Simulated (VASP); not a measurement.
A convergence study with VASP on HgSe (zinc blende): one setting is varied, all else stays as given below, so the limit is that of these other settings.

```
CELL_PARAMETERS angstrom
      0.00000     3.04000     3.04000
      3.04000     0.00000     3.04000
      3.04000     3.04000     0.00000
ATOMIC_POSITIONS crystal
  Hg 0.00000 0.00000 0.00000
  Se 0.25000 0.25000 0.25000
```

Level of theory: PBE GGA, VASP's PBE PAW potentials (set 64) (plane waves; VASP). The tightest run used: 550 eV cut-off, 12×12×12 Monkhorst-Pack mesh, Gaussian smearing of 0.050 eV, potentials Hg Se.

```json
[
 {"setting": "1×1×1 mesh", "E (eV/atom)": "3.3522", "pressure (GPa)": "56.03", "irreducible k-points": "1"},
 {"setting": "2×2×2 mesh", "E (eV/atom)": "-1.9658", "pressure (GPa)": "5.34", "irreducible k-points": "2"},
 {"setting": "3×3×3 mesh", "E (eV/atom)": "-1.8797", "pressure (GPa)": "6.18", "irreducible k-points": "4"}
]
```

**Question.** These are the cheaper rows. Estimate the results at 12×12×12 mesh, and how far the last row shown lies from them.

**Answer.** 
```
quantity        tightest run  last row shown is off by
--------------  ------------  ------------------------
E (eV/atom)          -2.0059                    0.1262
pressure (GPa)          4.95                      1.23
```

Left out are rungs that failed or repeat a setting and relaxations that didn't move; long series are thinned to 24 rows.

The compound is HgSe in the zinc blende structure. The cell was not relaxed at this level.
